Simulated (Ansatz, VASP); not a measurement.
# KTaTe3: VASP beside Ansatz, part 2 of 2

One calculation is typed for both programs; each brings its own data sets. How far apart do they land? The cell is generated by rule, not measured, and may not be a known phase. Of the first pair: The two relaxations start from unlike cells of this crystal (the structure described is Ansatz's start), so only their ends are compared.

VASP 6.6.1 and Ansatz 0.2.0.

So far: The starting structure; VASP: relaxation of cell and atoms, PBEsol, pair 1; Ansatz: relaxation of cell and atoms, PBEsol, pair 1.

**4. Comparison**

Known differences besides the potentials themselves: the data sets hold 70 valence electrons in Ansatz (on its default PAW (the set named soft_2) files) and 38 in VASP; the cutoff is 420 eV in Ansatz and 500 eV in VASP; Ansatz makes its cores anew for this functional, VASP keeps those of its PBE data sets; Ansatz adds a Pulay correction to the stress that steers its cell, VASP none. Total energies have different zeros and are not compared.

The two programs side by side:

```
                                         quantity  Ansatz    VASP  difference
                                      volume (Å³)  161.14  161.51     -0.23 %
edge a after relaxation, in the typed setting (Å)   5.442   5.446     -0.08 %
```

**5. VASP: relaxation of cell and atoms, PBEsol, pair 2**

The relaxed volume is the usual yardstick between codes: in a stiff, nearly cubic crystal its relative difference is about their pressure difference at one cell divided by the bulk modulus. Its start cell is another than that of the pair before, and may be another structure of the material.

INCAR reads:

```
SYSTEM = KTaTe3
PREC = Accurate
ENCUT = 500
EDIFF = 1E-07
NELM = 120
ISMEAR = 1
SIGMA = 0.2
LREAL = .FALSE.
ALGO = Normal
GGA = PS
NBANDS = 25
LASPH = .TRUE.
LORBIT = 11
LWAVE = .FALSE.
LCHARG = .FALSE.
ISIF = 3
IBRION = 2
NSW = 80
EDIFFG = -0.005
GGA_COMPAT = .FALSE.
NELMIN = 4
KPAR = 2
```

POSCAR reads:

```
KTaTe3
1.0
    5.4478110000      0.0000000000      0.0000000000
    0.0000000000      5.4478110000      0.0000000000
    0.0000000000      0.0000000000      5.4478110000
K Ta Te
1 1 3
Direct
    0.4999999082      0.4999999082      0.4999999082
    0.0000000000      0.0000000000      0.0000000000
    0.4999999082      0.0000000000      0.0000000000
    0.0000000000      0.4999999082      0.0000000000
    0.0000000000      0.0000000000      0.4999999082
```

KPOINTS reads:

```
Automatic mesh
0
Gamma
8 8 8
0 0 0
```

The projector-augmented-wave data sets are K_sv, Ta_pv and Te (PBE family, release 64).

Started as:

```
mpirun -np 2 vasp_std
```

Numbers of over 12 decimals in the logs are rounded to 6 here.

The log of the run:

```text
[banner, memory and clock lines left out]
running    2 mpi-ranks, on    1 nodes
[...]
[... a notice as in an earlier step ...]

 LDA part: xc-table for (Slater+PW92), standard interpolation
 POSCAR, INCAR and KPOINTS ok, starting setup
[...]
entering main loop
       N       E                     dE             d eps       ncg     rms          rms(c)
DAV:   1     0.228715949397E+03    0.22872E+03   -0.16864E+04  1894   0.126E+03
DAV:   2    -0.110665739619E+02   -0.23978E+03   -0.23558E+03  2109   0.294E+02
DAV:   3    -0.268965451355E+02   -0.15830E+02   -0.15655E+02  2866   0.653E+01
DAV:   4    -0.273063845931E+02   -0.40984E+00   -0.40908E+00  2322   0.976E+00
[...]
DAV:  13    -0.257309926747E+02    0.10723E-04   -0.37101E-05  2053   0.327E-02    0.463E-03
DAV:  14    -0.257309930966E+02   -0.42190E-06   -0.40865E-06  2163   0.946E-03    0.393E-03
DAV:  15    -0.257309930823E+02    0.14293E-07   -0.27230E-07  1766   0.272E-03
   1 F= -.25730993E+02 E0= -.25722149E+02  d E =-.257310E+02
[...]
DAV:   9    -0.257310338229E+02   -0.46612E-09   -0.10651E-08   937   0.676E-04
   2 F= -.25731034E+02 E0= -.25722160E+02  d E =-.407407E-04
 trial-energy change:   -0.000041  1 .order   -0.000042   -0.000195    0.000111
 step:   0.6310(harm=  0.6385)  dis= 0.00000  next Energy=   -25.731054 (dE=-0.612E-04)
[...]
N       E                     dE             d eps       ncg     rms          rms(c)
DAV:   1    -0.257311973163E+02   -0.16349E-03   -0.36906E-03  2009   0.452E-01    0.846E-02
DAV:   2    -0.257311024683E+02    0.94848E-04   -0.39896E-04  2085   0.134E-01    0.368E-02
DAV:   3    -0.257310665465E+02    0.35922E-04   -0.11014E-04  2019   0.485E-02    0.235E-02
DAV:   4    -0.257310531606E+02    0.13386E-04   -0.42968E-05  2570   0.393E-02    0.145E-02
DAV:   5    -0.257310538986E+02   -0.73805E-06   -0.22311E-06  2743   0.768E-03    0.851E-03
DAV:   6    -0.257310547226E+02   -0.82394E-06   -0.79115E-07  2654   0.323E-03    0.143E-03
DAV:   7    -0.257310548703E+02   -0.14769E-06   -0.73643E-08  1134   0.173E-03    0.699E-04
DAV:   8    -0.257310549129E+02   -0.42658E-07   -0.17480E-08   933   0.704E-04
   3 F= -.25731055E+02 E0= -.25722192E+02  d E =-.618306E-04
[...]
reached required accuracy - stopping structural energy minimisation
```

Parts of OUTCAR (step 5):

```text
  Total        0.0013105      0.0013105      0.0013105      0.0000000     -0.0000000     -0.0000000
  in kB        0.0129670      0.0129670      0.0129670      0.0000000     -0.0000000     -0.0000000
  external PRESSURE =       0.0129670 kB  Pullay stress =       0.0000000 kB

 POSITION                                       TOTAL-FORCE (eV/Angst)
 -----------------------------------------------------------------------------------
      2.72527      2.72527      2.72527         0.000000      0.000000      0.000000
      0.00000      0.00000      0.00000        -0.000000     -0.000000      0.000000
      2.72527     -0.00000     -0.00000        -0.000000     -0.000000      0.000000
      0.00000      2.72527     -0.00000         0.000000     -0.000000      0.000000
      0.00000      0.00000      2.72527        -0.000000      0.000000      0.000000
 -----------------------------------------------------------------------------------
    total drift:                                0.000391      0.000391      0.000391

  FREE ENERGIE OF THE ION-ELECTRON SYSTEM (eV)
  ---------------------------------------------------
  free  energy   TOTEN  =       -25.7310549129 eV

  energy  without entropy=      -25.7044670161  energy(sigma->0) =      -25.72219228

[... 1 part as in an earlier step ...]

[... 3 further parts left out ...]
[key lines of the parts left out:]
E-fermi :   4.3043
```

**6. Ansatz: relaxation of cell and atoms, PBEsol, pair 2**

The same cell, functional, mesh and smearing now go to Ansatz, which takes its cutoff from its data sets.

The cell is taken from a series of runs on this material, whose earlier steps may have relaxed, scaled, displaced or heated it; both programs get it as it stands.

input.yaml reads:

```yaml
crystal:
  lattice:
    - [5.4478105987, 0.0, 0.0]
    - [0.0, 5.4478105987, 0.0]
    - [0.0, 0.0, 5.4478105987]
  atoms:
    - { symbol: K, position: [0.5, 0.5, 0.5] }
    - { symbol: Ta, position: [0.0, 0.0, 0.0] }
    - { symbol: Te, position: [0.5, 0.0, 0.0] }
    - { symbol: Te, position: [0.0, 0.5, 0.0] }
    - { symbol: Te, position: [0.0, 0.0, 0.5] }
kpoints:
  mp_grid: { grid: [8, 8, 8] }
hamiltonian:
  xc: pbesol
scf:
  occupations: { method: methfessel_paxton, width: 0.2 }
output:
  forces: true
  stress: true
  eigenvalues: true
relax:
  adjacent_minimum: "off"
  f_tol: 0.001
  max_steps: 60
  cell: { stress_tol: 0.01 }
```

Started as:

```
ansatz run input.yaml --threads 8 --pin off --max-ram 14336MiB --backend cpu --events-out ev --progress --plain --runs-dir out
```

The log of the run:

```text
[...]
Crystal: 5 atoms, lattice volume = 161.684 Å³
Basis set: ecut = 420 eV, 3119 PW (Γ), exchange–correlation on 80×80×80 points (8 copies of the dense FFT grid, shifted against one another)
Bands: 42, of which v1, the nominal top of the filled ones, is band 35 counted from 1 (34 counted from 0)
Symmetry: 48 space group operations
[...]
k-points: 35 of 512
[...]
--- Relaxed structure (1 steps of the walk, 1 accepted, 1 SCFs on fresh bases) ---
[...]
cell:  # Å, volume = 161.6836 Å³
    - [5.4478105987, 0.0, 0.0]
    - [0.0, 5.4478105987, 0.0]
    - [0.0, 0.0, 5.4478105987]
  atoms:
    - { symbol: K, position: [0.500000, 0.500000, 0.500000] }
    - { symbol: Ta, position: [0.0, 0.0, 0.0] }
    - { symbol: Te, position: [0.500000, 0.0, 0.0] }
    - { symbol: Te, position: [0.0, 0.500000, 0.0] }
    - { symbol: Te, position: [0.0, 0.0, 0.500000] }
[key lines of the parts left out:]
SCF converged after 6 iterations
Free energy (F): -32028.554052 eV
Fermi energy:    8.396933 eV
P = ⅓ Tr σ = 0.0052 GPa (0.052 kbar)
```

**7. Comparison**

What differs besides the data sets and the points named for the pairs above, as far as they apply: the data sets hold 70 valence electrons in Ansatz (on its default PAW (the set named soft_2) files) and 38 in VASP. Total energies have different zeros and are not compared.

The two programs side by side:

```
                                         quantity  Ansatz    VASP  difference
                                      volume (Å³)  161.68  161.93     -0.15 %
edge a after relaxation, in the typed setting (Å)   5.448   5.450     -0.05 %
```

**8. VASP: relaxation of cell and atoms, PBEsol, pair 3**

The relaxed volume is the usual yardstick between codes: in a stiff, nearly cubic crystal its relative difference is about their pressure difference at one cell divided by the bulk modulus.

Edit INCAR of step 5 so:

```diff
@@ -5,4 +5,4 @@
 NELM = 120
-ISMEAR = 1
-SIGMA = 0.2
+ISMEAR = 0
+SIGMA = 0.1
 LREAL = .FALSE.
```

POSCAR reads:

```
KTaTe3
1.0
    5.4416460000      0.0000000000      0.0000000000
    0.0000000000      5.4416460000      0.0000000000
    0.0000000000      0.0000000000      5.4416460000
K Ta Te
1 1 3
Direct
    0.5000000000      0.5000000000      0.5000000000
    0.0000000000      0.0000000000      0.0000000000
    0.5000000000      0.0000000000      0.0000000000
    0.0000000000      0.5000000000      0.0000000000
    0.0000000000      0.0000000000      0.5000000000
```

KPOINTS is that of step 5.

Started as:

```
mpirun -np 2 vasp_std
```

The log of the run:

```text
[... set-up lines as in an earlier step ...]
 entering main loop
       N       E                     dE             d eps       ncg     rms          rms(c)
DAV:   1     0.232067731380E+03    0.23207E+03   -0.16779E+04  1854   0.126E+03
DAV:   2    -0.110775939321E+02   -0.24315E+03   -0.23901E+03  2107   0.297E+02
DAV:   3    -0.269010003395E+02   -0.15823E+02   -0.15597E+02  2867   0.653E+01
DAV:   4    -0.272929893253E+02   -0.39199E+00   -0.39115E+00  2376   0.962E+00
[...]
DAV:  13    -0.257338758396E+02    0.13048E-04   -0.43144E-05  2012   0.343E-02    0.497E-03
DAV:  14    -0.257338762276E+02   -0.38794E-06   -0.49427E-06  2140   0.103E-02    0.406E-03
DAV:  15    -0.257338762034E+02    0.24117E-07   -0.44723E-07  1989   0.329E-03
   1 F= -.25733876E+02 E0= -.25719600E+02  d E =-.257339E+02
[...]
N       E                     dE             d eps       ncg     rms          rms(c)
DAV:   1    -0.257452503018E+02   -0.11374E-01   -0.27978E-01  1990   0.394E+00    0.745E-01
[...]
2 F= -.25734286E+02 E0= -.25719874E+02  d E =-.409755E-03
 trial-energy change:   -0.000410  1 .order   -0.000422   -0.002020    0.001176
 step:   0.6266(harm=  0.6320)  dis= 0.00000  next Energy=   -25.734506 (dE=-0.630E-03)
[...]
N       E                     dE             d eps       ncg     rms          rms(c)
DAV:   1    -0.257360269635E+02   -0.17410E-02   -0.38952E-02  1996   0.147E+00    0.275E-01
DAV:   2    -0.257350554594E+02    0.97150E-03   -0.43005E-03  2051   0.439E-01    0.124E-01
DAV:   3    -0.257346551383E+02    0.40032E-03   -0.12345E-03  2003   0.163E-01    0.779E-02
DAV:   4    -0.257345015623E+02    0.15358E-03   -0.47421E-04  2593   0.131E-01    0.472E-02
DAV:   5    -0.257345039319E+02   -0.23696E-05   -0.24428E-05  2766   0.253E-02    0.280E-02
DAV:   6    -0.257345068230E+02   -0.28911E-05   -0.82058E-06  2686   0.105E-02    0.471E-03
DAV:   7    -0.257345073328E+02   -0.50972E-06   -0.10200E-06  2859   0.573E-03    0.283E-03
DAV:   8    -0.257345074993E+02   -0.16658E-06   -0.59294E-08  1161   0.144E-03    0.550E-04
DAV:   9    -0.257345074979E+02    0.14361E-08   -0.14334E-08   938   0.784E-04
   3 F= -.25734507E+02 E0= -.25720146E+02  d E =-.631294E-03
[...]
reached required accuracy - stopping structural energy minimisation
```

OUTCAR, selected parts (step 8):

```text
  Total        0.0009910      0.0009910      0.0009910      0.0000000     -0.0000000      0.0000000
  in kB        0.0098063      0.0098063      0.0098063      0.0000000     -0.0000000      0.0000000
  external PRESSURE =       0.0098063 kB  Pullay stress =       0.0000000 kB

 POSITION                                       TOTAL-FORCE (eV/Angst)
 -----------------------------------------------------------------------------------
      2.72517      2.72517      2.72517         0.000000      0.000000      0.000000
      0.00000      0.00000      0.00000        -0.000000     -0.000000      0.000000
      2.72517      0.00000     -0.00000        -0.000000     -0.000000      0.000000
      0.00000      2.72517      0.00000        -0.000000     -0.000000      0.000000
      0.00000      0.00000      2.72517         0.000000      0.000000      0.000000
 -----------------------------------------------------------------------------------
    total drift:                               -0.000000      0.000000     -0.000000

  FREE ENERGIE OF THE ION-ELECTRON SYSTEM (eV)
  ---------------------------------------------------
  free  energy   TOTEN  =       -25.7345074979 eV

  energy  without entropy=      -25.7057845662  energy(sigma->0) =      -25.72014603

[... 2 parts as in an earlier step ...]

[... 2 further parts left out ...]
[key lines of the parts left out:]
E-fermi :   4.3030
```

**9. Ansatz: relaxation of cell and atoms, PBEsol, pair 3**

The same cell, functional, mesh and smearing now go to Ansatz, which takes its cutoff from its data sets.

The cell is taken from a series of runs on this material, whose earlier steps may have relaxed, scaled, displaced or heated it; both programs get it as it stands.

input.yaml reads:

```yaml
crystal:
  lattice:
    - [5.4416463819, 0.0, 0.0]
    - [0.0, 5.4416463819, 0.0]
    - [0.0, 0.0, 5.4416463819]
  atoms:
    - { symbol: K, position: [0.5, 0.5, 0.5] }
    - { symbol: Ta, position: [0.0, 0.0, 0.0] }
    - { symbol: Te, position: [0.5, 0.0, 0.0] }
    - { symbol: Te, position: [0.0, 0.5, 0.0] }
    - { symbol: Te, position: [0.0, 0.0, 0.5] }
kpoints:
  mp_grid: { grid: [8, 8, 8] }
hamiltonian:
  xc: pbesol
scf:
  occupations: { method: gaussian, width: 0.1 }
output:
  forces: true
  stress: true
  eigenvalues: true
relax:
  adjacent_minimum: "off"
  f_tol: 0.005
  max_steps: 80
  cell: { stress_tol: 0.05 }
```

Started as:

```
ansatz run input.yaml --threads 8 --pin off --max-ram 14336MiB --backend cpu --events-out ev --progress --plain --runs-dir out
```

The log of the run:

```text
[...]
Crystal: 5 atoms, lattice volume = 161.135 Å³
Basis set: ecut = 420 eV, 3119 PW (Γ), exchange–correlation on 80×80×80 points (8 copies of the dense FFT grid, shifted against one another)
Bands: 42, of which v1, the nominal top of the filled ones, is band 35 counted from 1 (34 counted from 0)
Symmetry: 48 space group operations
[...]
k-points: 35 of 512
[...]
--- Relaxed structure (3 steps of the walk, 3 accepted, 1 SCFs on fresh bases) ---
[...]
cell:  # Å, volume = 161.6836 Å³
    - [5.447811, 0, 0]
    - [0, 5.447811, 0]
    - [0, 0, 5.447811]
  atoms:
    - { symbol: K, position: [0.5, 0.5, 0.5] }
    - { symbol: Ta, position: [0, 0, 0] }
    - { symbol: Te, position: [0.5, 0, 0] }
    - { symbol: Te, position: [0, 0.5, 0] }
    - { symbol: Te, position: [0, 0, 0.5] }
[key lines of the parts left out:]
SCF converged after 5 iterations
Free energy (F): -32028.557530 eV
Fermi energy:    8.394751 eV
P = ⅓ Tr σ = -0.0003 GPa (-0.003 kbar)
```

**10. Comparison**

What differs besides the data sets and the points named for the pairs above, as far as they apply: the data sets hold 70 valence electrons in Ansatz (on its default PAW (the set named soft_2) files) and 38 in VASP. Total energies have different zeros and are not compared.

Compared:

```
                                         quantity  Ansatz    VASP  difference
                                      volume (Å³)  161.68  161.91     -0.14 %
edge a after relaxation, in the typed setting (Å)   5.448   5.450     -0.05 %
```

**11. Outcome**

| Property | Result |
| --- | --- |
| difference in volume (relaxation of cell and atoms, PBEsol, pair 1) | -0.23 % |
| difference in volume (relaxation of cell and atoms, PBEsol, pair 2) | -0.15 % |
| difference in volume (relaxation of cell and atoms, PBEsol, pair 3) | -0.14 % |

What this shows: The difference in volume is -0.23 % (relaxation of cell and atoms, PBEsol, pair 1), within the 1.2 % picked in this series as the mark of a large difference, as far as the stopping tolerances let one tell. The data sets hold unlike numbers of valence electrons (70 in Ansatz and 38 in VASP), so part of the differences comes from the potentials. Such differences can come from data sets, numerical settings and the points named under the comparisons, not from the functional's error against experiment.

[Lines on the potential files, build, host, timing and source positions are cut from VASP's logs without a mark.]

[Logs are printed without paths, hosts, clocks, repeated set-up lines and the standing remarks that a program may print on its own settings, such as how far it seeks lower states.]

[Hosts, paths, dates, database ids (printed as entryN), source tags and the programs' standing remarks are cut or masked in the printed files.]
